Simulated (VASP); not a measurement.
OSZICAR of a VASP run on BAs (zinc blende):

File OSZICAR:
```
       N       E                     dE             d eps       ncg     rms          rms(c)
DAV:   1    -0.132880555345E+02   -0.13288E+02   -0.40764E-01  1592   0.621E+00    0.239E+00
DAV:   2    -0.132903184911E+02   -0.22630E-02   -0.89331E-03  1672   0.770E-01    0.159E+00
DAV:   3    -0.132895284349E+02    0.79006E-03   -0.49756E-04  1616   0.215E-01    0.934E-01
DAV:   4    -0.132892897067E+02    0.23873E-03   -0.13732E-04  1664   0.108E-01    0.539E-01
DAV:   5    -0.132892048834E+02    0.84823E-04   -0.27855E-05  1688   0.481E-02    0.307E-01
DAV:   6    -0.132891762700E+02    0.28613E-04   -0.10519E-05  1632   0.279E-02    0.172E-01
DAV:   7    -0.132891678545E+02    0.84155E-05   -0.35836E-06  1672   0.162E-02    0.967E-02
DAV:   8    -0.132891655172E+02    0.23373E-05   -0.96669E-07  1304   0.898E-03    0.548E-02
DAV:   9    -0.132891651150E+02    0.40221E-06   -0.35037E-07   688   0.560E-03
   1 F= -.13289165E+02 E0= -.13289165E+02  d E =-.964215E-13  mag=    -0.0000    -0.0000    -0.0000
       N       E                     dE             ncg
```

**Question.** Which electronic solver shows in the log?

**Answer.** It is blocked Davidson (ALGO = Normal, or the opening steps of other solvers). The INCAR had ALGO = Normal.

**Question.** How was spin treated?

**Answer.** With non-collinear spinors: mag has three components.

**Question.** Can the final energy be trusted as converged?

**Answer.** The run converged. It stopped with EDIFF = 1E-6, NELM = 60 (HSE06 screened hybrid with spin-orbit coupling, plane waves, VASP's PBE PAW potentials (set 64)).

The compound is BAs in the zinc blende structure. It was relaxed first. The cell's shape comes from a PBE relaxation.
